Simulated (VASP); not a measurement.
Consider the following.

```yaml
crystal:
  lattice:
    - [4.11604, 0.00000, 0.00000]
    - [-2.05802, 3.56459, 0.00000]
    - [0.00000, 0.00000, 6.72155]
  atoms:
    - { symbol: Cd, position: [0.33333, 0.66667, 0.99979] }
    - { symbol: Cd, position: [0.66667, 0.33333, 0.49979] }
    - { symbol: Se, position: [0.33333, 0.66667, 0.37521] }
    - { symbol: Se, position: [0.66667, 0.33333, 0.87521] }
```

The numbers are results of PBEsol GGA, VASP's PBE PAW potentials (set 64) (plane waves; VASP), not measurements. Run with 500 eV cut-off, 6×6×4 Γ-centred mesh, Gaussian smearing of 0.050 eV, potentials Cd Se.

**Question.** Predict the energy per atom (σ→0), pressure, band gap (on the k-mesh) with the smallest direct gap where there is one.

**Answer.** 
```json
{
 "band gap (on the k-mesh)": "0.81 eV",
 "smallest direct gap (on the k-mesh)": "0.81 eV",
 "energy per atom (σ→0)": "-2.987 eV/atom",
 "pressure": "9.92 GPa"
}
```

Only differences to runs with the same potentials and settings are physical.

The structure was generated: CdSe was put into the wurtzite type (P6_3mc), which need not be its known phase. It was relaxed first under an external pressure of 10 GPa.
